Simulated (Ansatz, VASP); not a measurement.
## Two plane-wave programs on Al3Pd

```
Al Pd
1.0
     3.29205    0.00000    0.00000
    -1.64603    2.85100    0.00000
     0.00000    0.00000    7.87812
Al Pd
3 1
Cartesian
  1.6460 0.9503 0.0000
  1.6460 0.9503 5.3255
  1.6460 0.9503 2.5527
  0.0000 0.0000 3.9391
```

Alike in both runs: task single point; functional PBE; k mesh 6 × 6 × 2; occupations gaussian, width 0.1 eV; no spin polarisation.

|  | VASP | Ansatz |
| --- | --- | --- |
| version | VASP 6.6.1 | Ansatz 0.2.0 |
| potentials or method | VASP PAW PBE potentials, release 64 (Al, Pd) | scalar-relativistic, plane waves, PAW |
| plane-wave cutoff (eV) | 520 | 420 |
| valence electrons in the cell | 19 | 27 |

VASP gave:

```
gap on the k mesh at the Fermi level (eV)       : none
pressure (GPa)                                  : 14.2
largest component of the traceless stress (GPa) : 4.80
rms of the force components (eV/Å)              : 1.004
```

Question: What did Ansatz give for the same quantities?

Answer: gap on the k mesh at the Fermi level (eV): none; pressure (GPa): 14.2; largest component of the traceless stress (GPa): 4.80; rms of the force components (eV/Å): 0.999.

Atom by atom the forces differ by 0.004 eV/Å (rms over components). A gap of «none» marks a metal or a gap that the smearing closes. The two sets of potentials don't hold the same shells in valence.

Caveats: the k mesh is coarse (spacing up to 0.40 Å⁻¹), so the values aren't converged; forces of over 1 eV/Å show positions far from the minimum, so gaps and moduli don't describe the material at rest.
